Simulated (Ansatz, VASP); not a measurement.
# CuAu (Tetraauricupride) in two plane-wave programs, part 2 of 2

Wanted: the spread between two codes on one cell, functional and k mesh. The cell is taken from a series of VASP runs on this material, whose earlier steps may have relaxed, scaled or displaced it; both programs get it as it stands. Valence electrons are named where the data sets of a main pair hold unlike numbers.

VASP 6.6.1 and Ansatz 0.2.0.

So far. Step 3 (Ansatz: single point, PBEsol): The run ends at a pressure of 0.32 GPa.

### 5. VASP: electric field gradients, PBEsol

Level of this step: PBEsol; plane waves and PAW (Cu, Au) (VASP).

Field gradients test the density near the nuclei, where the PAW reconstruction matters most.

Input file INCAR:

```
SYSTEM = CuAu
PREC = Accurate
ENCUT = 400
EDIFF = 1E-07
NELM = 100
ISMEAR = 1
SIGMA = 0.2
LREAL = .FALSE.
ALGO = Normal
GGA = PS
NBANDS = 17
LASPH = .TRUE.
LORBIT = 11
LWAVE = .FALSE.
LCHARG = .FALSE.
KPAR = 2
LEFG = .TRUE.
```

Input file POSCAR:

```
CuAu
1.0
    2.7939584783      0.0000000000      0.0000000000
    0.0000000000      2.7939584783      0.0000000000
    0.0000000000      0.0000000000      3.6311637682
Cu Au
1 1
Direct
    0.5000000000      0.5000000000      0.5000000000
    0.0000000000      0.0000000000      0.0000000000
```

Input file KPOINTS:

```
Automatic mesh
0
Gamma
9 9 7
0 0 0
```

PAW data sets: Cu and Au (PBE family, release 64).

On the command line:

```bash
$ mpirun -np 2 vasp_std
```

Numbers of over 12 decimals in the logs are rounded to 6 here.

Log:

```text
[banner, memory and clock lines left out]
running    2 mpi-ranks, on    1 nodes
[...]
[... a notice as in an earlier step ...]

 LDA part: xc-table for (Slater+PW92), standard interpolation
 POSCAR, INCAR and KPOINTS ok, starting setup
[...]
entering main loop
       N       E                     dE             d eps       ncg     rms          rms(c)
DAV:   1     0.106303581878E+03    0.10630E+03   -0.93641E+03  2178   0.150E+03
DAV:   2    -0.633980564210E+01   -0.11264E+03   -0.10628E+03  2067   0.266E+02
DAV:   3    -0.954486344246E+01   -0.32051E+01   -0.31714E+01  2561   0.561E+01
DAV:   4    -0.958313432934E+01   -0.38271E-01   -0.38249E-01  2528   0.503E+00
[...]
DAV:  11    -0.837190820362E+01    0.66990E-05   -0.64343E-05  2677   0.851E-02    0.387E-02
DAV:  12    -0.837190406698E+01    0.41366E-05   -0.79751E-06  2957   0.942E-02    0.333E-03
DAV:  13    -0.837190398695E+01    0.80031E-07   -0.43372E-07  2230   0.618E-03
ion   1
[...]
0.0000000     0.0000000    -0.0000000    10.5962473     0.0000000     0.0000000
     0.0000464     0.0000000    -0.0000000    10.5959164     0.0000000     0.0000000
     0.0000639     0.0000000    -0.0000000    10.5957210     0.0000000     0.0000000
     0.0000880     0.0000000    -0.0000000    10.5953986     0.0000000     0.0000000
     0.0001211     0.0000000    -0.0000000    10.5948689     0.0000000     0.0000000

ion   2
     0.0000000     0.0000000     0.0000000     1.0376442     0.0000000    -0.0000000
     0.0000676     0.0000000     0.0000000     1.0376442     0.0000000    -0.0000000
     0.0000931     0.0000000     0.0000000     1.0376442     0.0000000    -0.0000000
     0.0001282     0.0000000     0.0000000     1.0376442     0.0000000    -0.0000000
     0.0001766     0.0000000     0.0000000     1.0376441     0.0000000    -0.0000000

     0.0000000     0.0000000     0.0000000   -76.3482839     0.0000000    -0.0000000
     0.0000676     0.0000000     0.0000000   -76.1803431     0.0000000    -0.0000000
     0.0000931     0.0000000     0.0000000   -76.0986291     0.0000000    -0.0000000
     0.0001282     0.0000000     0.0000000   -75.9730537     0.0000000    -0.0000000
     0.0001766     0.0000000     0.0000000   -75.7809119     0.0000000    -0.0000000

   1 F= -.83719040E+01 E0= -.83717890E+01  d E =-.345048E-03
```

OUTCAR, selected parts (step 5):

```text
  Total       -0.0052407     -0.0052407     -0.0040832      0.0000000      0.0000000     -0.0000000
  in kB       -0.2962199     -0.2962199     -0.2307960      0.0000000      0.0000000     -0.0000000
  external PRESSURE =      -0.2744119 kB  Pullay stress =       0.0000000 kB

  FREE ENERGIE OF THE ION-ELECTRON SYSTEM (eV)
  ---------------------------------------------------
  free  energy   TOTEN  =        -8.3719039870 eV

  energy  without entropy=       -8.3715589393  energy(sigma->0) =       -8.37178897

[... 2 parts as in an earlier step ...]

[... 2 further parts left out ...]
[key lines of the parts left out:]
E-fermi :   8.9178
```

The run ends at a pressure of -0.03 GPa.

### 6. Ansatz: electric field gradients, PBEsol

The same cell, functional, mesh and smearing now go to Ansatz, which takes its cutoff from its data sets.

The cell is taken from a series of VASP runs on this material, whose earlier steps may have relaxed, scaled or displaced it; both programs get it as it stands.

Input file input.yaml:

```yaml
crystal:
  lattice:
    - [2.7939584783, 0.0, 0.0]
    - [0.0, 2.7939584783, 0.0]
    - [0.0, 0.0, 3.6311637682]
  atoms:
    - { symbol: Cu, position: [0.5, 0.5, 0.5] }
    - { symbol: Au, position: [0.0, 0.0, 0.0] }
hamiltonian:
  xc: pbesol
  pseudopotentials: { kind: paw }
kpoints:
  mp_grid: { grid: [9, 9, 7] }
scf:
  occupations: { method: methfessel_paxton, width: 0.2 }
  n_extra_bands: 4
output:
  forces: true
  stress: true
  eigenvalues: true
  efg: {}
```

On the command line:

```bash
$ ansatz run input.yaml --threads 2 --pin off --max-ram 4608MiB --backend cpu --events-out ev --progress --plain --runs-dir out
```

Log:

```text
[...]
Au: output.efg is read without spin–orbit coupling, which moves field gradients at and beside such atoms by some per cent and up to a factor of two; PAW files take it under magnetization.noncollinear and magnetization.spin_orbit
[...]
Crystal: 2 atoms, lattice volume = 28.346 Å³
[...]
--- Band table (eV; the first three rows and the last of 60) ---
  k-point 0: bands = [... 15 lower, 17.3252, 17.7842, 18.0180, 18.0180, 21.5892, 27.8757, 29.4175, 29.4175]
  k-point 1: bands = [... 15 lower, 17.2525, 17.7343, 17.8509, 17.8509, 20.2045, 29.6451, 29.9205, 29.9205]
  k-point 2: bands = [... 15 lower, 17.0024, 17.4686, 17.4686, 17.6074, 18.0019, 31.3018, 31.3018, 32.9321]
  k-point 59: bands = [... 15 lower, 17.3219, 17.6949, 17.7866, 22.9711, 24.5642, 24.7919, 25.7084, 26.8013]
[key lines of the parts left out:]
SCF converged after 7 iterations
Free energy (F): -19595.997714 eV
Fermi energy:    19.449510 eV
P = ⅓ Tr σ = 0.3301 GPa (3.301 kbar)
```

Wall time 3.4 s (2 threads of Arm Neoverse N1, shared host); peak memory 0.37 GiB.

The run ends at a pressure of 0.33 GPa.

### 7. Side by side

What differs besides the data sets and the points named for the pairs above, as far as they apply: Ansatz adds the response of the frozen cores to the gradients, VASP leaves it out; the data sets hold 38 valence electrons in Ansatz (on its default PAW (the set named soft_2) files) and 22 in VASP. Total energies have different zeros and are not compared.

The two programs side by side:

| quantity | Ansatz | VASP | difference |
| --- | --- | --- | --- |
| pressure (GPa) | 0.33 | -0.03 | +0.36 |
| pressure without Ansatz's Pulay correction (GPa) | 0.25 | -0.03 | +0.28 |
| Vzz at Cu1 (V/Å²) | -10.4 | -12.9 | +2.6 |
| Vzz at Au2 (V/Å²) | 70.6 | 96.3 | -25.7 |

Ansatz's pressure holds a Pulay correction of 0.08 GPa; VASP's holds none.

### 8. Other set-ups

Further runs change the set-up of one program: Ansatz's method, potentials or start, or VASP's data sets, cutoff or form of LDA. The table gives Ansatz less VASP for each quantity, since a change that brings one quantity closer may part another.

| run | pressure (GPa) | Vzz at Cu1 (V/Å²) | Vzz at Au2 (V/Å²) | pressure without Ansatz's Pulay correction (GPa) |
| --- | --- | --- | --- | --- |
| as above | 0.36 | 2.6 | -26 | 0.28 |
| cores kept as stored | 0.39 | 2.4 | -24 | 0.30 |
| Ansatz's larger PAW set (cutoff 1050 eV) | 0.40 | 2.2 | -14 |  |

### 9. Outcome

```
difference in pressure (single point, PBEsol)               : 0.28 GPa
difference in Vzz at Au2 (electric field gradients, PBEsol) : -26 V/Å²
```

The difference in pressure is 0.28 GPa (single point, PBEsol), within the 1 GPa picked in this series as the mark of a large difference. The data sets hold unlike numbers of valence electrons (38 in Ansatz and 22 in VASP), so part of the differences comes from the potentials. Electric field gradients, PBEsol, Ansatz's larger PAW set (cutoff 1050 eV): the difference in Vzz at Au2 goes from -26 to -14 V/Å². 2 further runs of this series are not shown here. How closely two codes agree says nothing of how well the functional describes the real material.

[Lines on the potential files, build, host, timing and source positions are cut from VASP's logs without a mark.]

[Logs are printed without paths, hosts, clocks, repeated set-up lines and the standing remarks that a program may print on its own settings, such as how far it seeks lower states.]

[Hosts, paths, dates, database ids (printed as entryN), source tags and the programs' standing remarks are cut or masked in the printed files.]
